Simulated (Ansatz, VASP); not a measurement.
# Cross-check of LiBe6Si between VASP and Ansatz, part 3 of 3

Aim: how closely do two programs agree when they are given the same cell, functional and k mesh? The cell is generated by rule, not measured, and may not be a known phase. The cell is taken from a series of runs on this material, whose earlier steps may have relaxed, scaled, displaced or heated it; both programs get it as it stands.

VASP 6.6.1 and Ansatz 0.2.0.

So far: The starting structure; Ansatz: zone-centre phonons, LDA; VASP: zone-centre phonons, LDA.

## Step 3: VASP: zone-centre phonons, LDA (continued)

Level of this step: LDA; plane waves and PAW (Li_sv, Be, Si); invented cell (VASP).

Numbers of over 12 decimals in the logs are rounded to 6 here.

From OUTCAR (step 3):

```text
ion  position               nearest neighbor table
   1  0.500  0.500  0.500-   3 2.33   4 2.33   7 2.33   2 2.33   3 2.33   6 2.33   2 2.33   5 2.33
                             7 2.33   4 2.33   5 2.33   6 2.33
   2  0.500  0.000  0.000-   3 2.33   7 2.33   8 2.33   1 2.33   5 2.33   7 2.33   1 2.33   3 2.33
                             6 2.33   5 2.33   6 2.33   8 2.33
   3  0.500  0.500  0.000-   1 2.33   2 2.33   6 2.33   1 2.33   4 2.33   7 2.33   2 2.33   7 2.33
                             8 2.33   4 2.33   6 2.33   8 2.33
   4  0.000  0.500  0.500-   1 2.33   5 2.33   6 2.33   3 2.33   6 2.33   8 2.33   5 2.33   7 2.33
                             8 2.33   1 2.33   3 2.33   7 2.33
   5  0.000  0.000  0.500-   4 2.33   7 2.33   8 2.33   2 2.33   6 2.33   8 2.33   1 2.33   4 2.33
                             6 2.33   1 2.33   2 2.33   7 2.33
   6  0.000  0.500  0.000-   3 2.33   4 2.33   8 2.33   1 2.33   4 2.33   5 2.33   2 2.33   5 2.33
                             8 2.33   1 2.33   2 2.33   3 2.33
   7  0.500  0.000  0.500-   1 2.33   2 2.33   5 2.33   2 2.33   3 2.33   8 2.33   1 2.33   3 2.33
                             4 2.33   4 2.33   5 2.33   8 2.33
   8  0.000  0.000  0.000-   2 2.33   5 2.33   6 2.33   4 2.33   5 2.33   7 2.33   3 2.33   4 2.33
                             6 2.33   2 2.33   3 2.33   7 2.33

  LATTYP: Found a face centered cubic cell.
 ALAT       =     6.6023094614

 Subroutine GETGRP returns: Found 48 space group operations
 (whereof 48 operations were pure point group operations)

The static configuration has the point symmetry O_h .

 Found     72 irreducible k-points:

   k-points           NKPTS =     72   k-points in BZ     NKDIM =     72   number of bands    NBANDS=     17

   dimension x,y,z NGX =    42 NGY =   42 NGZ =   42
   dimension x,y,z NGXF=    84 NGYF=   84 NGZF=   84

   ENCUT  =  750.0 eV  55.12 Ry    7.42 a.u.  10.42 10.42 10.42*2*pi/ulx,y,z

   NELECT =      19.0000    total number of electrons

 k-points in reciprocal lattice and weights: Automatic mesh
   0.00000000  0.00000000  0.00000000       0.001
   0.08333333  0.00000000  0.00000000       0.005
   0.16666667  0.00000000  0.00000000       0.005
   0.25000000  0.00000000  0.00000000       0.005
   0.33333333  0.00000000  0.00000000       0.005
   0.41666667  0.00000000  0.00000000       0.005
   0.50000000  0.00000000  0.00000000       0.002
   0.08333333  0.08333333  0.00000000       0.003
   0.16666667  0.08333333  0.00000000       0.014
[...]
-----------------------------------------------------------------------------------
    total drift:                               -0.000000     -0.000000      0.000000

 Eigenvectors and eigenvalues of the dynamical matrix
 ----------------------------------------------------

   1 f  =   19.345207 THz   121.549520 2PiTHz  645.286645 cm-1    80.005311 meV
             X         Y         Z           dx          dy          dz
      3.301155  3.301155  3.301155    -0.818931    0.144123   -0.025253
      0.000000  1.650577  1.650577     0.034202   -0.033042    0.044704
      1.650577  1.650577  3.301155     0.107634    0.202114    0.001055
      3.301155  1.650577  1.650577     0.034202   -0.018973   -0.035590
      1.650577  1.650577  0.000000     0.187928   -0.254130    0.001055
      1.650577  0.000000  1.650577     0.140747   -0.006019   -0.223565
      1.650577  3.301155  1.650577     0.154816   -0.006019    0.232679
      0.000000  0.000000  0.000000     0.023687   -0.004169    0.000730

   2 f  =   19.345207 THz   121.549520 2PiTHz  645.286645 cm-1    80.005311 meV
             X         Y         Z           dx          dy          dz
      3.301155  3.301155  3.301155     0.024879   -0.004331   -0.831516
      0.000000  1.650577  1.650577    -0.001039   -0.230846    0.148846
      1.650577  1.650577  3.301155    -0.003283   -0.006149    0.034728
      3.301155  1.650577  1.650577    -0.001039    0.232409    0.151259
      1.650577  1.650577  0.000000    -0.005696    0.007712    0.034728
      1.650577  0.000000  1.650577    -0.236117    0.000181    0.156983
      1.650577  3.301155  1.650577     0.227138    0.000181    0.143122
      0.000000  0.000000  0.000000    -0.000720    0.000125    0.024051

   3 f  =   19.345207 THz   121.549520 2PiTHz  645.286645 cm-1    80.005311 meV
             X         Y         Z           dx          dy          dz
      3.301155  3.301155  3.301155    -0.144188   -0.819309   -0.000047
      0.000000  1.650577  1.650577     0.006022    0.147837   -0.228219
      1.650577  1.650577  3.301155     0.254247    0.188015    0.000002
      3.301155  1.650577  1.650577     0.006022    0.147863    0.228236
      1.650577  1.650577  0.000000    -0.202208    0.107685    0.000002
      1.650577  0.000000  1.650577     0.026007    0.034218   -0.040157
      1.650577  3.301155  1.650577     0.026033    0.034218    0.040174
      0.000000  0.000000  0.000000     0.004171    0.023698    0.000001

   4 f  =   15.525915 THz    97.552201 2PiTHz  517.888777 cm-1    64.209996 meV
             X         Y         Z           dx          dy          dz
      3.301155  3.301155  3.301155    -0.007695   -0.067436    0.187591
      0.000000  1.650577  1.650577    -0.003154   -0.226099   -0.142561
      1.650577  1.650577  3.301155    -0.103955    0.079345    0.076895
      3.301155  1.650577  1.650577    -0.003154    0.410919   -0.371560
      1.650577  1.650577  0.000000     0.125044    0.105474    0.076895
      1.650577  0.000000  1.650577    -0.307965   -0.027643   -0.243996
      1.650577  3.301155  1.650577     0.329053   -0.027643   -0.270125
      0.000000  0.000000  0.000000    -0.016768   -0.146956    0.408795

   5 f  =   15.525915 THz    97.552201 2PiTHz  517.888777 cm-1    64.209996 meV
             X         Y         Z           dx          dy          dz
      3.301155  3.301155  3.301155     0.194277   -0.044593   -0.008062
      0.000000  1.650577  1.650577     0.079636    0.074796    0.086762
      1.650577  1.650577  3.301155    -0.341938    0.390969   -0.003305
      3.301155  1.650577  1.650577     0.079636    0.047419   -0.064667
      1.650577  1.650577  0.000000    -0.190508   -0.268754   -0.003305
      1.650577  0.000000  1.650577    -0.252535   -0.018279   -0.318814
      1.650577  3.301155  1.650577    -0.279911   -0.018279    0.340909
      0.000000  0.000000  0.000000     0.423366   -0.097177   -0.017568

   6 f  =   15.525915 THz    97.552201 2PiTHz  517.888777 cm-1    64.209996 meV
             X         Y         Z           dx          dy          dz
      3.301155  3.301155  3.301155    -0.044658   -0.182376   -0.067393
      0.000000  1.650577  1.650577    -0.018306    0.364341    0.402005
      1.650577  1.650577  3.301155    -0.248458    0.174089   -0.027625
      3.301155  1.650577  1.650577    -0.018306    0.135488   -0.217303
      1.650577  1.650577  0.000000     0.370851    0.325739   -0.027625
      1.650577  0.000000  1.650577     0.175623   -0.074757    0.168176
      1.650577  3.301155  1.650577    -0.053230   -0.074757    0.016526
      0.000000  0.000000  0.000000    -0.097319   -0.397431   -0.146863

   7 f  =   14.265880 THz    89.635169 2PiTHz  475.858545 cm-1    58.998914 meV
             X         Y         Z           dx          dy          dz
      3.301155  3.301155  3.301155    -0.000000   -0.000000   -0.000000
      0.000000  1.650577  1.650577     0.000000   -0.287919    0.070633
      1.650577  1.650577  3.301155    -0.355256    0.217018    0.000000
      3.301155  1.650577  1.650577     0.000000   -0.280145   -0.023936
      1.650577  1.650577  0.000000    -0.449825    0.351045   -0.000000
      1.650577  0.000000  1.650577     0.406428   -0.000000   -0.090362
      1.650577  3.301155  1.650577     0.398654    0.000000    0.043665
      0.000000  0.000000  0.000000    -0.000000    0.000000   -0.000000

   8 f  =   14.265880 THz    89.635169 2PiTHz  475.858545 cm-1    58.998914 meV
             X         Y         Z           dx          dy          dz
      3.301155  3.301155  3.301155     0.000000    0.000000   -0.000000
      0.000000  1.650577  1.650577    -0.000000    0.282935   -0.443534
      1.650577  1.650577  3.301155    -0.211196   -0.244256    0.000000
      3.301155  1.650577  1.650577     0.000000    0.147180   -0.371930
      1.650577  1.650577  0.000000    -0.139592   -0.185858   -0.000000
      1.650577  0.000000  1.650577     0.107516   -0.000000    0.378533
      1.650577  3.301155  1.650577     0.243272    0.000000    0.436931
      0.000000  0.000000  0.000000    -0.000000    0.000000   -0.000000

   9 f  =   14.265880 THz    89.635169 2PiTHz  475.858545 cm-1    58.998914 meV
             X         Y         Z           dx          dy          dz
      3.301155  3.301155  3.301155     0.000000    0.000000   -0.000000
      0.000000  1.650577  1.650577    -0.000000    0.295043    0.219746
      1.650577  1.650577  3.301155    -0.281406   -0.378473    0.000000
      3.301155  1.650577  1.650577    -0.000000    0.387114    0.333309
      1.650577  1.650577  0.000000    -0.167843   -0.303684   -0.000000
      1.650577  0.000000  1.650577     0.270660   -0.000000   -0.313922
      1.650577  3.301155  1.650577     0.178589    0.000000   -0.239133
      0.000000  0.000000  0.000000     0.000000    0.000000    0.000000

  10 f  =   13.697628 THz    86.064738 2PiTHz  456.903704 cm-1    56.648814 meV
             X         Y         Z           dx          dy          dz
      3.301155  3.301155  3.301155     0.000000    0.000000    0.000000
      0.000000  1.650577  1.650577    -0.408248   -0.000000    0.000000
      1.650577  1.650577  3.301155     0.000000    0.000000    0.408248
      3.301155  1.650577  1.650577     0.408248    0.000000    0.000000
      1.650577  1.650577  0.000000     0.000000    0.000000   -0.408248
      1.650577  0.000000  1.650577    -0.000000   -0.408248   -0.000000
      1.650577  3.301155  1.650577    -0.000000    0.408248   -0.000000
      0.000000  0.000000  0.000000     0.000000    0.000000    0.000000

  11 f  =   12.150020 THz    76.340826 2PiTHz  405.281037 cm-1    50.248422 meV
             X         Y         Z           dx          dy          dz
      3.301155  3.301155  3.301155    -0.000000   -0.000000   -0.000000
      0.000000  1.650577  1.650577     0.000000   -0.481290   -0.029835
      1.650577  1.650577  3.301155     0.055734   -0.032717    0.000000
      3.301155  1.650577  1.650577     0.000000    0.498510   -0.133278
    [... 145 further lines ...]
      1.650577  3.301155  1.650577     0.234544    0.213656   -0.025023
      0.000000  0.000000  0.000000     0.424144    0.381459   -0.036901

 ELASTIC MODULI CONTR FROM IONIC RELAXATION (kBar)
 Direction    XX          YY          ZZ          XY          YZ          ZX
 --------------------------------------------------------------------------------
 XX           0.0000      0.0000      0.0000      0.0000      0.0000      0.0000
 YY           0.0000      0.0000      0.0000      0.0000      0.0000      0.0000
 ZZ           0.0000      0.0000      0.0000      0.0000      0.0000      0.0000
 XY           0.0000      0.0000      0.0000      0.0000      0.0000      0.0000
 YZ           0.0000      0.0000      0.0000      0.0000      0.0000      0.0000
 ZX           0.0000      0.0000      0.0000      0.0000      0.0000      0.0000
 --------------------------------------------------------------------------------
```

This run has no spin polarisation. Its electron count is odd, so without a moment it is a metal by construction.

## Step 4: Differences

Known differences besides the potentials themselves: the two LDA forms differ slightly; VASP's run holds the zone centre alone; the cutoff is 360 eV in Ansatz and 750 eV in VASP; VASP's log shows a relativistic correction to its local exchange, Ansatz's none; Ansatz's log warns that its cutoff lies below the recommended one. Total energies have different zeros and are not compared.

Compared:

```
                    quantity  Ansatz   VASP  difference
  optical mode 1 to 3 (cm⁻¹)   242.3  250.5     -3.29 %
  optical mode 4 to 5 (cm⁻¹)   331.4  331.7     -0.09 %
  optical mode 6 to 8 (cm⁻¹)   390.1  394.1     -1.00 %
 optical mode 9 to 11 (cm⁻¹)   404.9  405.3     -0.09 %
      optical mode 12 (cm⁻¹)   454.7  456.9     -0.49 %
optical mode 13 to 15 (cm⁻¹)   475.2  475.9     -0.14 %
optical mode 16 to 18 (cm⁻¹)   511.1  517.9     -1.31 %
optical mode 19 to 21 (cm⁻¹)   632.1  645.3     -2.04 %
```

Modes are paired by rising frequency, not by their patterns, so a pair may set unlike modes beside each other; they are those without the splitting of longitudinal modes.

## Step 5: Summary of results

* r.m.s. difference of the optical zone-centre modes, each program's sorted by frequency (zone-centre phonons, LDA): 6.6 cm⁻¹
* difference in optical mode 1 to 3 (zone-centre phonons, LDA): -3.3 %

In words: The r.m.s. difference of the optical zone-centre modes, each program's sorted by frequency is 6.6 cm⁻¹ (zone-centre phonons, LDA). Among the rows given in per cent, the largest difference of the zone-centre phonons, LDA pair is in optical mode 1 to 3, -3.3 %. Ansatz's own log doubts the convergence of its zone-centre phonons, LDA run, which may account for the difference. Such differences can come from data sets, numerical settings and the points named under the comparisons, not from the functional's error against experiment.

[Lines on the potential files, build, host, timing and source positions are cut from VASP's logs without a mark.]

[Logs are printed without paths, hosts, clocks, repeated set-up lines and the standing remarks that a program may print on its own settings, such as how far it seeks lower states.]

[Hosts, paths, dates, database ids (printed as entryN), source tags and the programs' standing remarks are cut or masked in the printed files.]
